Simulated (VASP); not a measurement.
Write the native input for VASP 6.6.1 that does the following.

- Task: relaxation of cell and atoms
- Functional: PBE
- Potentials or basis: VASP PAW PBE potentials, release 64 (C)
- Cutoff: 520 eV
- k mesh: 20 × 20 × 20
- Occupations: gaussian, width 0.02 eV
- Spin: no spin polarisation
- Further INCAR settings: ALGO = Fast; EDIFF = 1e-07; IBRION = 2; EDIFFG = -0.002; NSW = 80; ISIF = 3

The structure of C lies in POSCAR:

```
C                                       
1.0
   -0.0000000000      1.7867132742      1.7867132742
    1.7867132742      0.0000000000      1.7867132742
    1.7867132742      1.7867132742     -0.0000000000
  C             
     2
Direct
     0.0000000000000000    0.0000000000000000    0.0000000000000000
     0.2500000000000000    0.2500000000000000    0.2500000000000000
```

This isn't the form of C at room conditions, which is graphite.

One way to write it, as run:

INCAR

```
ALGO = Fast ; EDIFF = 1E-7
EDIFFG = -0.002 ; ENCUT = 520
GGA = PE ; IBRION = 2
ISIF = 3 ; ISMEAR = 0
LASPH = T ; LCHARG = F
LREAL = F ; LWAVE = F
NELM = 80 ; NSW = 80
PREC = Accurate ; SIGMA = 0.02
```

KPOINTS

```
k-points
0
Gamma
  20 20 20
```

Potentials or basis: VASP PAW PBE potentials, release 64 (C).

Command:

```console
$ cat potpaw_PBE.64/C/POTCAR > POTCAR
$ mpirun -np 1 vasp_std > vasp.out
```

Results of the run:

The pressure after relaxing is 0.0 GPa. The band gap on the k mesh is 4.12 eV, indirect (least direct gap 5.57 eV).

Caveat: the relaxation stopped at its first step, so nothing moved.

Run time: 17 s on 1 thread of Intel(R) Xeon(R) Platinum 8488C (Sapphire Rapids), with other jobs on the host, peak memory 0.13 GiB.
